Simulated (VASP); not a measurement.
Data:

```
CELL_PARAMETERS angstrom
      0.00000     2.97174     2.97174
      2.97174     0.00000     2.97174
      2.97174     2.97174     0.00000
ATOMIC_POSITIONS crystal
  Cd 0.00000 0.00000 0.00000
  S  0.25000 0.25000 0.25000
```

Level of theory: optB86b-vdW, VASP's PBE PAW potentials (set 64) (plane waves; VASP). Run with 520 eV cut-off, 8×8×8 Γ-centred mesh, Gaussian smearing of 0.050 eV, potentials Cd S.

Give the stress tensor in GPa (positive for a compressed cell).

```
-1.59   0.00   0.00
 0.00  -1.59   0.00
 0.00   0.00  -1.59
```
The pressure is its mean diagonal, -1.59 GPa.

The compound is CdS in the zinc blende structure, a metastable form; wurtzite is the usual one. This cell is one point of a volume scan, at 1.03 of the reference volume.
